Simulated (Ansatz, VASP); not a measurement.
One calculation of CoF7, two programs

```
Co F
1.0
     0.00000    3.39791    3.39791
     3.39791    0.00000    3.39791
     3.39791    3.39791    0.00000
Co F
1 7
Direct
  0.50000 0.50000 0.50000
  0.00000 0.00000 0.00000
  0.00000 0.50000 0.00000
  0.50000 0.00000 0.00000
  0.00000 0.50000 0.50000
  0.50000 0.00000 0.50000
  0.00000 0.00000 0.50000
  0.50000 0.50000 0.00000
```

Change from the starting cell: species swapped into the CuPt7 type (Fm-3m, No. 225).

Alike in both runs: functional PBE; k mesh 4 × 4 × 4; occupations gaussian, width 0.1 eV; collinear spin.

Ansatz relaxed the structure, and its values are those at the end. VASP's run is a single point on that final structure, the one shown.

|  | VASP | Ansatz |
| --- | --- | --- |
| version | VASP 6.6.1 | Ansatz 0.2.0 |
| potentials or method | VASP PAW PBE potentials, release 64 (Co, F) | scalar-relativistic, plane waves, PAW |
| plane-wave cutoff (eV) | 520 | 420 |
| valence electrons in the cell | 58 | 66 |

```tsv
	VASP	Ansatz	Ansatz less VASP
gap on the k mesh at the Fermi level (eV)	none	none	-
pressure (GPa)	-3.0	0.0	+2.99
net moment per atom (μB)	0.28	1.00	+0.719
size of the moment on the site where the two differ most (μB)	0.22	2.94	+2.717
```

The net moments differ so much that the two runs ended in different magnetic states, which moves the other rows too. Site moments also hang on the region over which each program counts them. A gap of «none» marks a metal or a gap that the smearing closes. The two sets of potentials don't hold the same shells in valence.

Caveats: the k mesh is coarse (spacing up to 0.40 Å⁻¹), so the values aren't converged; a cell with one magnetic atom can't hold antiferromagnetic order, which such compounds often take; semilocal functionals often make such compounds metallic where correlation or magnetic order opens a gap, which also shifts bond lengths.
